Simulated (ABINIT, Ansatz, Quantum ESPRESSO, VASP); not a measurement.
**Code comparison for TiNbB4 (P6/mmm, 6 atoms in the cell)**

Self-consistent single point.

```yaml
crystal:
  lattice:
    - [3.08703, 0.00000, 0.00000]
    - [-1.54351, 2.67345, 0.00000]
    - [0.00000, 0.00000, 6.59943]
  atoms:
    - { symbol: Ti, position: [0.00000, 0.00000, 0.50000] }
    - { symbol: Nb, position: [0.00000, 0.00000, 0.00000] }
    - { symbol: B, position: [0.33333, 0.66667, 0.74077] }
    - { symbol: B, position: [0.66667, 0.33333, 0.25923] }
    - { symbol: B, position: [0.66667, 0.33333, 0.74077] }
    - { symbol: B, position: [0.33333, 0.66667, 0.25923] }
```

All programs got the same cell, k-point mesh and kind of occupations (in Ansatz's words: kpoints.mp_grid.grid = 10 10 4; scf.occupations.method = fermi_dirac; scf.occupations.width = 0.1 eV); potentials, basis and cutoffs are each program's usual ones.

| code | model | pressure (GPa) | largest force (eV/Å) | cutoff |
|---|---|---|---|---|
| Quantum ESPRESSO | PBEsol, SSSP 1.1.2 efficiency (PBE) pseudopotentials | -10.70 | 0.101 | 50 Ry |
| ABINIT | PBEsol, norm-conserving pseudopotentials (PseudoDojo nc-sr-04 PBEsol standard) | -9.75 | 0.103 | 1143 eV |
| VASP | PBEsol, VASP's PBE PAW potentials (set 64) | -10.34 | 0.119 | 400 eV |
| Ansatz | PBEsol, PAW files made with PBE | -10.31 | 0.105 | default |

The spread over the programs that give each value: pressure within 0.95 GPa; largest force within 0.018 eV/Å.

The starting cell comes from a database of computed structures (which also holds hypothetical and non-ambient phases and stackings), without a prior relaxation at this level. Its lattice was rescaled by a random factor within 2.5 % of one. On Ansatz's run: Spin polarisation is off. In the base run, with a pressure of about -10 GPa the cell is away from its equilibrium volume at this level.

Q: Why do the programs differ, and what cannot be compared?

A: Differences of this kind can come from the potentials, where these differ, and from what each basis and cutoff leave unconverged. The zero of total energies and Fermi levels follows the potentials and each program's conventions, so they are not compared here. Ansatz's pressure is given at a fixed set of plane waves, as the other plane-wave codes print theirs; with its correction for the finite basis it is -10.18 GPa.

VASP's run is marked for a possible Pulay error in its stress at this cutoff; no cutoff test was made.

Left out of this page: GPAW, Elk, FLEUR and SIESTA (not drawn, or without a comparable value).

Ansatz is a first-principles code.

Keys are those of Ansatz 0.2.
